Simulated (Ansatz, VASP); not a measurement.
# FeSi2 (Linzhiite): VASP beside Ansatz

Aim: how closely do two programs agree when they are given the same cell, functional and k mesh? The cell is taken from a series of runs on this material, whose earlier steps may have relaxed, scaled, displaced or heated it; both programs get it as it stands.

Method: plane waves, with VASP 6.6.1 beside it; zone-centre phonons at PBEsol, in Ansatz 0.2.0.

## 1. Starting point

Symmetry: P4/mmm, No. 123, tetragonal system. Conventional cell: a = 2.756 Å, b = 2.756 Å, c = 5.045 Å, α = 90.00°, β = 90.00°, γ = 90.00°. Nearest to Si lie 1 Si at 2.33 Å and 4 Fe at 2.38 Å. Nearest to Fe lie 8 Si at 2.38 Å. Farther neighbours are not listed.

## 2. Ansatz: zone-centre phonons, PBEsol

Ansatz runs on its PAW soft_1 files.

Second derivatives magnify differences that forces hide, and they need a tight electronic threshold.

input.yaml reads:

```yaml
crystal:
  lattice:
    - [2.7560987473, 0.0, 0.0]
    - [0.0, 2.7560987473, 0.0]
    - [0.0, 0.0, 5.0451048441]
  atoms:
    - { symbol: Si, position: [0.5, 0.5, 0.2691528254] }
    - { symbol: Si, position: [0.5, 0.5, 0.7308471746] }
    - { symbol: Fe, position: [0.0, 0.0, 0.0] }
kpoints:
  mp_grid: { grid: [16, 16, 8] }
hamiltonian:
  xc: pbesol
  pseudopotentials: { kind: paw, azcp: { folder: soft_1 }, xc_functional: pbe }
scf:
  occupations: { method: methfessel_paxton, width: 0.2 }
output:
  eigenvalues: true
phonons:
  method: dfpt
```

Run with:

```
$ ansatz run input.yaml --threads 4 --pin off --max-ram 10240MiB --backend cpu --events-out ev --progress --plain --runs-dir out
```

Numbers of over 12 decimals in the logs are rounded to 6 here.

Output:

```text
zone centre: on kpoints.mp_grid the ground state, and the responses unless they are solved on pairs of k-points, stand on 405 of the mesh's 2048 k-points, reduced under 4 symmetry operations, with k and −k counted as one. Each operation leaves every solved displacement unchanged or reverses it
Engine: ansatz 0.2.0, aarch64-unknown-linux-gnu
Pseudopotentials: kind: paw
Pseudopotential: Si, paw, valence charge 4, recommended cutoff 420 eV (normal), soft_1/Si.paw.azcp
Pseudopotential: Fe, paw, valence charge 16, recommended cutoff 420 eV (normal), soft_1/Fe.paw.azcp
Functional definition: PBEsol
  exchange = pbesol_x
  correlation = pbesol_c
Crystal: 3 atoms, lattice volume = 38.323 Å³
Basis set: ecut = 420 eV, 789 PW (Γ), exchange–correlation on 40×40×72 points (8 copies of the dense FFT grid, shifted against one another)
Bands: 16, of which v1, the nominal top of the filled ones, is band 12 counted from 1 (11 counted from 0)
Symmetry: 16 space group operations
k-points: 405 of 2048 (irreducible under 4 space group operations, time reversal used)
Non-local potential: Si, projectors of the file, l = 0: 2, l = 1: 2, l = 2: 1
Non-local potential: Fe, projectors of the file, l = 0: 3, l = 1: 2, l = 2: 3, l = 3: 1
PAW form: soft (Blöchl's): semilocal exchange-correlation on the pseudo side does not see the compensation charge
PAW frozen core: Si, regenerated for the run's functional, and the local potential with it (the file was generated under x = pbe(κ = 0.804, μ = 0.219515), c = pbe(β = 0.066725))
PAW frozen core: Fe, regenerated for the run's functional, and the local potential with it (the file was generated under x = pbe(κ = 0.804, μ = 0.219515), c = pbe(β = 0.066725))
PAW one-centre angular grid: Si, 110 points (default); XC on 64 Gauss nodes
PAW one-centre angular grid: Fe, 590 points (default); XC on 64 Gauss nodes
Initial density: superposition of atomic densities (chi_scale 0.1, normalization cell, long waves kept (reshape's long-wave potential 0.00 eV rms))
Initial wavefunctions: pseudopotential atomic-orbital guess
Functional: x = pbesol(κ = 0.804, μ = 0.123457), c = pbesol(β = 0.046)
SCF iter   1: F=—  HF=-5694.859820 eV  |F-HF|=—  |Δ(HF+E_count)|=         —  Δρ=1.25e-1  dr2=1.22e1  ethr=3.10e-3  ⟨swp⟩=5.1  Hψ=34026  notcnv=0
preconditioner: auto → none  [metal: Δε(μ)=0.004 eV  Ē_g=7.765 eV  σ=0.200 eV  W_gap=0.02  n_scr=8 (ndim 8)  ℏωp=24.0 eV  f_vac=0.000  D(μ)=2.25/eV (n_scr^D=20)  sad-step TF]
SCF iter   2: F=—  HF=-5694.614331 eV  |F-HF|=—  |Δ(HF+E_count)|=   2.45e-1  S|Δr|=    0.00e0  Δρ=1.40e-1  dr2=1.26e1  ethr=3.10e-3  ⟨swp⟩=2.0  Hψ=11071  notcnv=0
SCF iter   3: F=—  HF=-5693.484160 eV  |F-HF|=—  |Δ(HF+E_count)|=    1.13e0  S|Δr|=    0.00e0  Δρ=5.78e-2  dr2=1.40e0  ethr=3.10e-3  ⟨swp⟩=3.0  Hψ=11800  notcnv=0
SCF iter   4: F=—  HF=-5693.335974 eV  |F-HF|=—  |Δ(HF+E_count)|=   1.48e-1  S|Δr|=    0.00e0  Δρ=1.15e-2  dr2=1.55e-1  ethr=3.10e-3  ⟨swp⟩=2.5  Hψ=13332  notcnv=0
SCF iter   5: F=—  HF=-5693.287106 eV  |F-HF|=—  |Δ(HF+E_count)|=   4.89e-2  S|Δr|=    0.00e0  Δρ=3.69e-3  dr2=3.40e-3  ethr=6.44e-4  ⟨swp⟩=2.0  Hψ=10823  notcnv=0
SCF iter   6: F=—  HF=-5693.286928 eV  |F-HF|=—  |Δ(HF+E_count)|=   1.78e-4  S|Δr|=    0.00e0  Δρ=6.46e-4  dr2=6.87e-5  ethr=1.42e-5  ⟨swp⟩=2.2  Hψ=9656  notcnv=0
SCF iter   7: F=—  HF=-5693.286915 eV  |F-HF|=—  |Δ(HF+E_count)|=   1.33e-5  S|Δr|=    0.00e0  Δρ=1.33e-4  dr2=3.74e-6  ethr=2.86e-7  ⟨swp⟩=2.6  Hψ=11003  notcnv=0
SCF iter   8: F=—  HF=-5693.286913 eV  |F-HF|=—  |Δ(HF+E_count)|=   1.44e-6  S|Δr|=    0.00e0  Δρ=1.98e-5  dr2=1.06e-7  ethr=1.56e-8  ⟨swp⟩=2.2  Hψ=9049  notcnv=0
SCF iter   9: F=—  HF=-5693.286915 eV  |F-HF|=—  |Δ(HF+E_count)|=   1.78e-6  S|Δr|=    0.00e0  Δρ=2.46e-6  dr2=8.77e-10  ethr=4.41e-10  ⟨swp⟩=2.4  Hψ=9500  notcnv=0
SCF iter  10: F=—  HF=-5693.286915 eV  |F-HF|=—  |Δ(HF+E_count)|=  2.46e-10  S|Δr|=    0.00e0  Δρ=3.22e-7  dr2=1.88e-11  ethr=3.65e-12  ⟨swp⟩=2.1  Hψ=9822  notcnv=0
SCF iter  11: F=-5693.286915 eV  HF=-5693.286915 eV  |F-HF|=2.73e-12  |Δ(HF+E_count)|=  2.73e-12  S|Δr|=    0.00e0  Δρ=3.18e-8  dr2=2.56e-13  ethr=1.00e-12  ⟨swp⟩=5.3  Hψ=26909  notcnv=0
the search or the solves at the SCF's close seem to have found levels that the self-consistency loop had missed (the run counts 4). By its estimate they hold under 1e-12 electrons; where the run keeps them, the occupations were computed again with them
SCF 1 converged in 11 iterations: F = -5693.286915 eV  dr2 = 2.56e-13
  greatest PAW one-centre occupation: 1.000 electrons in one spin orbital (limit 2), on the Fe atom at site 2 (counted from 0), in its partial waves of l = 1
DFPT response loops at Γ: preconditioner auto → Kerker (q_TF=auto, 2.524 Å⁻¹) (partly filled bands, converged f_vac=0.000); β = 1.00, the filter's whole step (`scf.mixing.beta` (0.50) is not read by the response loops under this deck's `scf.mixing.preconditioner`; to damp them name `kerker` or `kerker_dos`, under which they read `scf.mixing.beta`, and type it under 1.00, their step now; both keys bind the ground state too); Broyden in place of MSR1
SCF converged after 11 iterations
Stability not checked: this state was not tested for a lower state beside it, because cold or Methfessel-Paxton smearing, or corrected tetrahedra, fill the levels in a way that the test cannot read (fill_not_monotonic; see scf.lower_state_search)
Free energy (F): -5693.286915 eV
Harris-Foulkes:  -5693.286915 eV  (|F-HF|=2.73e-12)
Internal energy: -5693.289447 eV  (E = F + TS)
E sigma→0 (E₀):  -5693.287548 eV
Entropy (-TS):   0.002532 eV (0.844 meV/atom)
Fermi energy:    13.536745 eV
Step filling:    the computed levels leave a gap of 0.0000 eV = 0.0 smearing widths at the electron count; against every level under it full and every level over it empty, smearing changes F+E_penalty+E_count by +1.089 meV and its σ→0 estimate by +0.456 meV
--- Per-component energies (eV) ---
  E_band       = -239.143612
  E_kinetic    = 423.678816
  E_local      = -3538.383117  (includes V_loc(G=0)·N_el)
  E_nonlocal   = 333.400903
  E_hartree    = 1556.850796
  E_xc         = -226.362071
  E_vxc        = -243.577453  (∫ρ·V_xc dr)
  E_paw        = -2345.973006  (= ΣΔE_a)
  E_vpaw       = -327.963527  (= ΣTr[D̂ρ^β])
  E_aug_tail   = -0.000858  (compensation charges beyond the density's cutoff)
  E_ewald      = -1896.743232
  E_core_change = 0.242323  (= ΣΔE_core)
  E_smearing   = 0.002532  (= −TS)
  E_closure    = -0.000000  (closes the sum)
  Σ components = -5693.286915   (vs F -5693.286915, Δ=0.00e0)
--- Band table (eV; the first three rows and the last of 405) ---
  k-point 0: bands = [... 8 lower, 12.0410, 12.0410, 12.1903, 12.7719, 17.4242, 17.4242, 20.5629, 20.9480]
  k-point 1: bands = [... 8 lower, 12.0321, 12.0321, 12.1716, 12.7720, 17.5270, 17.5270, 19.6556, 20.4074]
  k-point 2: bands = [... 8 lower, 12.0108, 12.0108, 12.0992, 12.7722, 17.8212, 17.8212, 18.1044, 20.1271]
  k-point 404: bands = [... 8 lower, 10.1929, 10.1929, 11.9512, 13.5595, 14.0868, 14.0868, 14.8784, 16.0376]
--- Phonons (Γ-DFPT): 4 representative perturbations + reference, on 405 of 2048 k-points (Σ response iterations 18) ---
  k mesh reduced under 4 symmetry operations, with k and −k counted as one. Each operation leaves every solved displacement unchanged or reverses it
  ASR residual: 1.414e-5 → 0.000e0 eV/Å²; symmetrization residual: 1.332e-6 eV/Å²
  ASR residual per site (eV/Å²): 9.97e-6 9.97e-6 1.41e-5
  Γ frequencies (cm⁻¹): 0.00 0.00 0.00 213.51 213.51 269.72 269.72 349.39 555.08
  non-analytic LO–TO correction: not included (Born effective charges unavailable; polar crystals: no LO–TO splitting at Γ)
```

Reading the cycles: dr2 is the Hartree energy of the density residual (eV), the measure of convergence; HF is the Harris–Foulkes estimate of the energy, which meets the free energy F at convergence.

(Continued in part 2 of 2.)

[Lines on the potential files, build, host, timing and source positions are cut from VASP's logs without a mark.]

[Logs are printed without paths, hosts, clocks, repeated set-up lines and the standing remarks that a program may print on its own settings, such as how far it seeks lower states.]

[Hosts, paths, dates, database ids (printed as entryN), source tags and the programs' standing remarks are cut or masked in the printed files.]
